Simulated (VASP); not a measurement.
Here is the system:

```
Hf
1.0
    1.62690    -2.81787     0.00000
    1.62690     2.81787     0.00000
    0.00000     0.00000     5.15100
Hf
2
Direct
  0.33333   0.66667   0.25000
  0.66667   0.33333   0.75000
```

Calculation: PBE GGA, VASP's PBE PAW potentials (set 64) (plane waves; VASP 6.6.1). Numerical set-up: 400 eV cut-off, 10×10×6 Γ-centred mesh, first-order Methfessel-Paxton smearing of 0.10 eV, potentials Hf_pv.

### Question
Give the stress tensor in GPa (positive for a compressed cell).

### Answer

```
-4.98   0.00   0.00
 0.00  -4.98   0.00
 0.00   0.00  -5.38
```
The pressure is its mean diagonal, -5.11 GPa.

The compound is Hf in the hcp structure. The cell was not relaxed at this level.
